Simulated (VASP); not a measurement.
The system is Pb2C3Se2.

```
CELL_PARAMETERS angstrom
2.74756 4.75891 0.00000
-2.74756 4.75891 0.00000
0.00000 -3.17261 4.65893
ATOMIC_POSITIONS crystal
C 0.00000 0.00000 0.50000
C 0.50000 0.00000 0.50000
C 0.00000 0.50000 0.50000
Se 0.28090 0.28090 0.84270
Se 0.71910 0.71910 0.15730
Pb 0.50000 0.50000 0.50000
Pb 0.00000 0.00000 0.00000
```

The cell was built by a generator and needn't be a form met in nature.

- Program: VASP 6.6.1
- Task: relaxation of cell and atoms
- Functional: PBEsol
- Potentials or basis: VASP PAW PBE potentials, release 64 (C, Se, Pb_d)
- Cutoff: 600 eV
- k mesh: 6 × 6 × 6
- Occupations: methfessel-paxton, width 0.0127 eV
- Spin: no spin polarisation

At the start: pressure -1.3 GPa; volume 17.40 Å³/atom.

Task: Where does the relaxation end?

Result: Over 12 steps the energy falls by 17.3 meV/atom and the volume is 17.11 Å³/atom (-1.7 %); space group R-3m (No. 166, to 0.05 Å).

Step by step:
```tsv
step	energy change (eV)	largest force (eV/Å)	pressure (GPa)	volume (Å³)
1	0.0000	0.0316	-1.30	121.83
2	-0.0202	0.1372	0.18	119.35
3	-0.0214	0.1582	0.64	118.68
4	-0.0421	0.1357	0.86	118.61
5	-0.1073	0.0671	1.08	118.28
6	0.0022	0.5583	2.36	117.11
7	-0.1145	0.0398	1.16	118.14
8	-0.1144	0.0129	1.20	118.06
9	-0.1034	0.2265	-1.63	122.36
10	-0.1197	0.0987	0.08	119.61
11	-0.1197	0.0924	0.15	119.49
12	-0.1212	0.0272	0.04	119.77
```

Final structure:
```yaml
crystal:
  lattice:
    - [2.64197, 4.57602, 0.00000]
    - [-2.64197, 4.57602, 0.00000]
    - [0.00000, -3.05068, 4.95342]
  atoms:
    - { symbol: C, position: [0.00000, 0.00000, 0.50000] }
    - { symbol: C, position: [0.50000, 0.00000, 0.50000] }
    - { symbol: C, position: [0.00000, 0.50000, 0.50000] }
    - { symbol: Se, position: [0.28425, 0.28425, 0.85275] }
    - { symbol: Se, position: [0.71575, 0.71575, 0.14725] }
    - { symbol: Pb, position: [0.50000, 0.50000, 0.50000] }
    - { symbol: Pb, position: [0.00000, 0.00000, 0.00000] }
```

Caveat: the PAW data sets were made with another functional, which shifts forces and pressure a little.
